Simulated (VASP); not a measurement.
Input of a VASP 6.6.1 run:

INCAR

```
SYSTEM = BN
PREC = Accurate
ENCUT = 700
EDIFF = 1E-8
ISMEAR = 0
SIGMA = 0.02
LREAL = .FALSE.
LASPH = .TRUE.
NELM = 80
ALGO = Normal
ISIF = 2
LWAVE = .FALSE.
LCHARG = .FALSE.
GGA = PE
IVDW = 12
IBRION = 6
NFREE = 2
POTIM = 0.015
NSW = 1
KPAR = 4
```

KPOINTS

```
Automatic mesh
0
G
  15 15 6
  0 0 0
```

File POSCAR:

```
BN                                      
1.0
    2.5064631375      0.0000000000      0.0000000000
   -1.2532315688      2.1706607459      0.0000000000
    0.0000000000      0.0000000000      6.5603082532
  B               N             
     2     2
Direct
     0.3333333300000021    0.6666666699999979    0.2500000000000000
     0.6666666699999979    0.3333333300000021    0.7500000000000000
     0.3333333300000021    0.6666666699999979    0.7500000000000000
     0.6666666699999979    0.3333333300000021    0.2500000000000000
```

Potentials or basis: VASP PAW PBE potentials, release 64 (B, N).

Launch:

```console
$ cat potpaw_PBE.64/B/POTCAR potpaw_PBE.64/N/POTCAR > POTCAR
$ mpirun -np 4 vasp_std > vasp.out
```

(1) Predict the dispersion energy per atom.

(2) Estimate the highest phonon frequency at Γ, LO-TO splitting left out.

Answers

(1) -0.143 eV.

(2) 1354 cm⁻¹.
